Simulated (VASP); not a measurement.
Here is the system:

```xyz
2
Lattice="0.0000 2.1619 2.1619 2.1619 0.0000 2.1619 2.1619 2.1619 0.0000" Properties=species:S:1:pos:R:3 pbc="T T T"
Ti     0.0000     0.0000     0.0000
C      2.1619     2.1619     2.1619
```

Method: revTPSS meta-GGA, VASP's PBE PAW potentials (set 64) (plane waves; VASP). Settings: 520 eV cut-off, 16×16×16 Γ-centred mesh, tetrahedra with Blöchl corrections, potentials Ti_sv C.

Give the energies of bands 6 to 11 at the high-symmetry points, in eV from the Fermi level.

```
band     Γ      X      U      L      W
----  ----  -----  -----  -----  -----
6     0.70  -3.59  -3.59  -5.99  -3.29
7     0.70  -1.72  -3.50  -2.96  -3.29
8     0.70  -0.08  -1.77  -2.96  -2.75
9     1.70  -0.08   1.48   3.01   2.86
10    1.70   2.80   3.23   3.01   2.86
11    1.70   3.63   3.94   4.24   3.63
```

It has no gap at this level: it comes out as a metal or semimetal.

The compound is TiC in the rock salt structure. It was relaxed first.
